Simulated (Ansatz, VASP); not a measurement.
# Na3Ir8Cl3 (3 units of NaCl (001) on Ir(100)): VASP beside Ansatz, part 2 of 2

Wanted: the spread between two codes on one cell, functional and k mesh.

VASP 6.6.1 and Ansatz 0.2.0.

So far: The starting structure; VASP: single point, PBE with D3(BJ).

### 3. Ansatz: single point, PBE with D3(BJ)

Level of this step: Ansatz beside VASP: Kohn-Sham DFT, plane waves, PBE with D3(BJ) (Ansatz).

Ansatz runs on its default PAW (the set named soft_2) files.

The same cell, functional, mesh and smearing now go to Ansatz, which takes its cutoff from its data sets.

Contents of input.yaml:

```yaml
crystal:
  lattice:
    - [3.98808225, 0.0, 0.0]
    - [0.0, 3.98808225, 0.0]
    - [0.0, 0.0, 31.7797545145]
  atoms:
    - { symbol: Ir, position: [0.0, 0.5, 0.2847997124] }
    - { symbol: Ir, position: [0.5, 0.0, 0.2847997124] }
    - { symbol: Ir, position: [0.0, 0.0, 0.3399739238] }
    - { symbol: Ir, position: [0.5, 0.5, 0.3399650223] }
    - { symbol: Ir, position: [0.0, 0.5, 0.4008592822] }
    - { symbol: Ir, position: [0.5, 0.0, 0.4008592822] }
    - { symbol: Ir, position: [0.0, 0.0, 0.458927172] }
    - { symbol: Ir, position: [0.5, 0.5, 0.4540597124] }
    - { symbol: Na, position: [0.5, 0.5, 0.5430354532] }
    - { symbol: Na, position: [0.0, 0.0, 0.6289372979] }
    - { symbol: Na, position: [0.5, 0.5, 0.7140309311] }
    - { symbol: Cl, position: [0.0, 0.0, 0.5409880125] }
    - { symbol: Cl, position: [0.5, 0.5, 0.6286473669] }
    - { symbol: Cl, position: [0.0, 0.0, 0.7174739178] }
hamiltonian:
  xc: pbe
  pseudopotentials: { kind: paw }
  dispersion: d3bj
kpoints:
  mp_grid: { grid: [8, 8, 1] }
scf:
  occupations: { method: fermi_dirac, width: 0.1 }
  n_extra_bands: 7
efield:
  axis: 3
  dipole_correction: true
  ramp_width: 0.04
output:
  forces: true
  eigenvalues: true
```

Command:

```
ansatz run input.yaml --threads 4 --pin off --max-ram 9216MiB --backend cpu --events-out ev --progress --plain --runs-dir out
```

Numbers of over 12 decimals in the logs are rounded to 6 here.

Log:

```text
scf.n_extra_bands = 7 over 92 filled bands (N_el = 184.0): the run solves 99 bands
Engine: ansatz 0.2.0, aarch64-unknown-linux-gnu
Pseudopotentials: kind: paw
Pseudopotential: Ir, paw, valence charge 17, recommended cutoff 420 eV (normal), Ir.paw.azcp
Pseudopotential: Na, paw, valence charge 9, recommended cutoff 420 eV (normal), Na.paw.azcp
Pseudopotential: Cl, paw, valence charge 7, recommended cutoff 420 eV (normal), Cl.paw.azcp
Functional definition: PBE
  parameter kappa = 0.804
  parameter beta = 0.066725
  exchange = pbe_x(kappa = kappa, mu = beta*pi^2/3)
  correlation = pbe_c(beta = beta)
Crystal: 14 atoms, lattice volume = 505.451 Å³
Basis set: ecut = 420 eV, 9907 PW (Γ), exchange–correlation on 54×54×432 points (8 copies of the dense FFT grid, shifted against one another)
Bands: 99, of which v1, the nominal top of the filled ones, is band 92 counted from 1 (91 counted from 0)
Symmetry: 8 space group operations
Space group: P4mm (ITA 99), of the structure as read, at distance tolerance 8.0e-5 Å
k-points: 15 of 64
Non-local potential: Ir, projectors of the file, l = 0: 3, l = 1: 2, l = 2: 2, l = 3: 1
Non-local potential: Na, projectors of the file, l = 0: 3, l = 1: 2, l = 2: 1
Non-local potential: Cl, projectors of the file, l = 0: 2, l = 1: 2, l = 2: 2
PAW form: soft (Blöchl's): semilocal exchange-correlation on the pseudo side does not see the compensation charge
PAW one-centre angular grid: Ir, 590 points (default); XC on 64 Gauss nodes
PAW one-centre angular grid: Na, 110 points (default); XC on 64 Gauss nodes
PAW one-centre angular grid: Cl, 110 points (default); XC on 64 Gauss nodes
Initial density: superposition of atomic densities (neutral atoms: chi_scale 0, normalization atom), corrected by the library's trained network
Initial wavefunctions: pseudopotential atomic-orbital guess
Functional: x = pbe(κ = 0.804, μ = 0.219515), c = pbe(β = 0.066725)
SCF iter   1: F=—  HF=-103190.621252 eV  |F-HF|=—  |Δ(HF+E_count)|=         —  Δρ=8.04e-3  dr2=2.44e0  ethr=1.77e-3  p=0.115 e·Å  D=4.11e-2 V/Å  ΔV_dip=-1.31 eV  dr2_dipole=4.42e-2  V_vac-E_F(+/−)=3.71/5.02 eV  ⟨swp⟩=7.3  Hψ=6132  notcnv=0
efield: sawtooth ramp at fractional position 0.9811 (placed from the atoms, in the widest stretch of the axis that holds none; the zero of the levels goes with the place), width 0.0400; the density the first Hamiltonian is built on has a dipole p = 0.115 e·Å; the dipole correction subtracts the counter field D = 4.11e-2 V/Å, which shifts the + side's vacuum level by -1.31 eV against the − side's; the planar-averaged density in the ramp window peaks in size at 1.8e-5 e/Å³
preconditioner: auto → LDOS  [metal: Δε(μ)=0.015 eV  Ē_g=5.054 eV  σ=0.100 eV  W_gap=0.04  n_scr=110 (ndim 8)  ℏωp=16.2 eV  f_vac=0.476  D(μ)=12.11/eV (n_scr^D=72)  β→1.0]
SCF iter   2: F=—  HF=-103190.546114 eV  |F-HF|=—  |Δ(HF+E_count)|=   7.51e-2  Δρ=4.18e-3  dr2=1.80e-1  ethr=1.33e-3  p=0.294 e·Å  D=1.05e-1 V/Å  ΔV_dip=-3.35 eV  dr2_dipole=2.42e-2  V_vac-E_F(+/−)=2.14/5.49 eV  ⟨swp⟩=2.1  Hψ=2202  notcnv=0
SCF iter   3: F=—  HF=-103190.514783 eV  |F-HF|=—  |Δ(HF+E_count)|=   3.13e-2  Δρ=1.63e-3  dr2=6.64e-2  ethr=9.80e-5  p=0.173 e·Å  D=6.20e-2 V/Å  ΔV_dip=-1.97 eV  dr2_dipole=7.88e-4  V_vac-E_F(+/−)=3.46/5.43 eV  ⟨swp⟩=2.3  Hψ=2464  notcnv=0
SCF iter   4: F=—  HF=-103190.504318 eV  |F-HF|=—  |Δ(HF+E_count)|=   1.05e-2  Δρ=5.10e-4  dr2=4.01e-3  ethr=3.61e-5  p=0.224 e·Å  D=8.02e-2 V/Å  ΔV_dip=-2.55 eV  dr2_dipole=3.56e-4  V_vac-E_F(+/−)=2.95/5.50 eV  ⟨swp⟩=2.2  Hψ=2330  notcnv=0
SCF iter   5: F=—  HF=-103190.503551 eV  |F-HF|=—  |Δ(HF+E_count)|=   7.67e-4  Δρ=2.14e-4  dr2=3.70e-4  ethr=2.18e-6  p=0.211 e·Å  D=7.54e-2 V/Å  ΔV_dip=-2.40 eV  dr2_dipole=1.42e-5  V_vac-E_F(+/−)=3.12/5.52 eV  ⟨swp⟩=2.9  Hψ=2368  notcnv=0
SCF iter   6: F=—  HF=-103190.503605 eV  |F-HF|=—  |Δ(HF+E_count)|=   5.40e-5  Δρ=7.28e-5  dr2=7.74e-5  ethr=2.01e-7  p=0.212 e·Å  D=7.60e-2 V/Å  ΔV_dip=-2.42 eV  dr2_dipole=5.78e-8  V_vac-E_F(+/−)=3.11/5.53 eV  ⟨swp⟩=2.2  Hψ=2237  notcnv=0
SCF iter   7: F=—  HF=-103190.504678 eV  |F-HF|=—  |Δ(HF+E_count)|=   1.07e-3  Δρ=2.87e-5  dr2=1.01e-5  ethr=4.21e-8  p=0.212 e·Å  D=7.59e-2 V/Å  ΔV_dip=-2.41 eV  dr2_dipole=3.02e-8  V_vac-E_F(+/−)=3.13/5.54 eV  ⟨swp⟩=2.1  Hψ=2365  notcnv=0
SCF iter   8: F=—  HF=-103190.504678 eV  |F-HF|=—  |Δ(HF+E_count)|=   3.83e-7  Δρ=1.18e-5  dr2=1.50e-6  ethr=5.50e-9  p=0.212 e·Å  D=7.59e-2 V/Å  ΔV_dip=-2.41 eV  dr2_dipole=2.89e-8  V_vac-E_F(+/−)=3.13/5.54 eV  ⟨swp⟩=2.1  Hψ=2185  notcnv=0
SCF iter   9: F=—  HF=-103190.504679 eV  |F-HF|=—  |Δ(HF+E_count)|=   7.52e-7  Δρ=3.74e-6  dr2=1.30e-7  ethr=8.15e-10  p=0.212 e·Å  D=7.59e-2 V/Å  ΔV_dip=-2.41 eV  dr2_dipole=6.53e-9  V_vac-E_F(+/−)=3.13/5.54 eV  ⟨swp⟩=2.3  Hψ=2277  notcnv=0
SCF iter  10: F=-103190.504679 eV  HF=-103190.504679 eV  |F-HF|=2.26e-8  |Δ(HF+E_count)|=   2.08e-7  Δρ=1.33e-6  dr2=1.91e-8  ethr=5.43e-11  p=0.212 e·Å  D=7.59e-2 V/Å  ΔV_dip=-2.41 eV  dr2_dipole=1.63e-9  V_vac-E_F(+/−)=3.13/5.54 eV  ⟨swp⟩=5.7  Hψ=5593  notcnv=0
SCF 1 converged in 10 iterations: F = -103190.504679 eV  dr2 = 1.91e-8
  greatest PAW one-centre occupation: 1.000 electrons in one spin orbital (limit 2), on the Ir atom at site 2 (counted from 0), in its partial waves of l = 0
SCF converged after 10 iterations
Free energy (F): -103190.504679 eV
Harris-Foulkes:  -103190.504679 eV  (|F-HF|=2.26e-8)
Internal energy: -103190.095170 eV  (E = F + TS)
E sigma→0 (E₀):  -103190.299924 eV
Entropy (-TS):   -0.409509 eV (-29.251 meV/atom)
Fermi energy:    4.725608 eV
Dipole field:    D = 0.075907 V/Å  (p = 0.212030 e·Å, saw-weighted, corrected)
Work function:   Φ+ = 3.1271 eV   Φ− = 5.5394 eV
Levels:          The Fermi level and band energies are counted from a zero that moves with the ramp; work functions are not
--- Per-component energies (eV) ---
  E_band       = -4148.287569
  E_kinetic    = 5815.205021
  E_local      = -349460.795127  (includes V_loc(G=0)·N_el)
  E_nonlocal   = 1015.742959
  E_hartree    = 171662.112810
  E_xc         = -2573.516626
  E_vxc        = -2905.155294  (∫ρ·V_xc dr)
  E_paw        = -76554.855719  (= ΣΔE_a)
  E_vpaw       = -1965.583011  (= ΣTr[D̂ρ^β])
  E_aug_tail   = 0.000701  (compensation charges beyond the density's cutoff)
  E_efield     = 0.008047  (sawtooth field / dipole correction)
  E_vefield    = 28.078877  (∫n·V_field dr)
  E_ewald      = 146911.470817
  E_disp       = -5.468054  (pairwise vdW)
  E_smearing   = -0.409509  (= −TS)
  E_closure    = 0.000000  (closes the sum)
  Σ components = -103190.504679   (vs F -103190.504679, Δ=0.00e0)
--- Forces (eV/Å), atoms counted from 1 ---
  atom   1  Ir    -0.00000000     0.00000000     0.04156701
  atom   2  Ir    -0.00000000     0.00000000     0.04156701
  atom   3  Ir     0.00000000     0.00000000    -0.00075678
  atom   4  Ir    -0.00000000     0.00000000    -0.03810574
  atom   5  Ir    -0.00000000     0.00000000    -0.00157901
  atom   6  Ir    -0.00000000     0.00000000    -0.00157901
  atom   7  Ir     0.00000000     0.00000000    -0.02166207
  atom   8  Ir     0.00000000     0.00000000    -0.01966237
  atom   9  Na    -0.00000000     0.00000000    -0.03230635
  atom  10  Na     0.00000000     0.00000000     0.02801781
  atom  11  Na    -0.00000000     0.00000000     0.04076236
  atom  12  Cl     0.00000000     0.00000000    -0.03736114
  atom  13  Cl    -0.00000000     0.00000000    -0.00166546
  atom  14  Cl     0.00000000     0.00000000     0.00284312
  max |Σ_I F_I| component: 7.94e-5 eV/Å
--- Band table (eV; the first three rows and the last of 15) ---
  k-point 0: bands = [... 88 lower, 4.8897, 4.9141, 5.1595, 5.2885, 5.6152, 5.6163, 5.6280, 5.7239, ... 3 higher]
  k-point 1: bands = [... 88 lower, 4.6452, 4.7684, 5.0030, 5.0105, 5.1048, 5.3442, 5.4002, 5.5459, ... 3 higher]
  k-point 2: bands = [... 88 lower, 4.2328, 4.3559, 4.3863, 4.7166, 4.7249, 4.8033, 4.9365, 5.3274, ... 3 higher]
  k-point 14: bands = [... 88 lower, 4.4824, 4.5428, 4.5428, 4.6867, 5.5761, 5.5761, 5.5850, 5.6698, ... 3 higher]
```

It took 18 s on 4 threads of Arm Neoverse V2, shared host; peak memory 1.5 GiB.

Reading the cycles: dr2 is the Hartree energy of the density residual (eV), the measure of convergence; HF is the Harris–Foulkes estimate of the energy, which meets the free energy F at convergence.

### 4. Side by side

Known differences besides the potentials themselves: the data sets hold 184 valence electrons in Ansatz (default PAW (the set named soft_2) files) and 96 in VASP; the cutoff is 420 eV in Ansatz and 300 eV in VASP (PREC = Normal, projectors in real space); VASP leaves aspherical gradient terms in its spheres out (LASPH is not set), Ansatz keeps them. Total energies have different zeros and are not compared.

Compared:

| quantity | Ansatz | VASP | difference |
| --- | --- | --- | --- |
| work function, lower of the two faces (eV) | 3.13 | 3.07 | +0.06 |
| work function, higher of the two faces (eV) | 5.54 | 5.53 | +0.01 |

At this near-relaxed geometry the largest component of a force difference is 59 meV/Å. VASP's log warns that it found no field-free region in the vacuum, so its work functions are uncertain.

### 5. What the set-up changes

Further runs change the set-up of one program: Ansatz's method, potentials or start, or VASP's data sets, cutoff or form of LDA. The table gives Ansatz less VASP for each quantity, since a change that brings one quantity closer may part another.

| run | r.m.s. force difference (meV/Å) | work function, lower of the two faces (eV) | work function, higher of the two faces (eV) |
| --- | --- | --- | --- |
| as above | 15 | 0.057 | 0.0099 |
| norm-conserving potentials (cutoff 1197 eV) | 13 | 0.061 | 0.0093 |

### 6. Summary of results

```
r.m.s. force difference (single point, PBE with D3(BJ)) : 15 meV/Å
```

In words: The r.m.s. force difference is 15 meV/Å (single point, PBE with D3(BJ)), beyond the 12 meV/Å picked in this series as the mark of a large difference. For single point, PBE with D3(BJ), no further run moves any of the tabulated differences by more than a quarter of its size. 1 further run of this series is not shown here. Such differences can come from data sets, numerical settings and the points named under the comparisons, not from the functional's error against experiment.

[Lines on the potential files, build, host, timing and source positions are cut from VASP's logs without a mark.]

[Logs are printed without paths, hosts, clocks, repeated set-up lines and the standing remarks that a program may print on its own settings, such as how far it seeks lower states.]

[Hosts, paths, dates, database ids (printed as entryN), source tags and the programs' standing remarks are cut or masked in the printed files.]
